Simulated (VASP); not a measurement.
Here is the system:

```xyz
2
Lattice="3.6804 -1.8800 0.0000 3.6804 1.8800 0.0000 2.7200 0.0000 3.1114" Properties=species:S:1:pos:R:3 pbc="T T T"
As     2.2883     0.0000     0.7063
As     7.7924     0.0000     2.4051
```

These are PBE GGA, VASP's PBE PAW potentials (set 64) (plane waves; VASP 6.6.1) values and carry that method's errors. Run with 400 eV cut-off, 11×11×11 Γ-centred mesh, first-order Methfessel-Paxton smearing of 0.10 eV, potentials As.

Energy and stress use the plane-wave basis of the starting cell.

### Question
The ions, cell shape and volume are relaxed. Predict the relaxed structure.

### Answer

```xyz
2
Lattice="3.7276 -1.9105 -0.0038 3.7276 1.9105 -0.0038 2.7517 0.0000 3.1580" Properties=species:S:1:pos:R:3 pbc="T T T"
As     2.3178     0.0000     0.7154
As     7.8891     0.0000     2.4350
```
Space group R-3m (166), at a tolerance of 0.03 Å.

### Question
How do energy and volume change from the first to the last step?

### Answer
The energy (σ→0) changes by -10.7 meV/atom and the volume by +4.6 %, in 10 ionic steps.

The compound is As in the a7 structure. This run relaxes it. Symmetry was kept, so distortions that lower it aren't found.
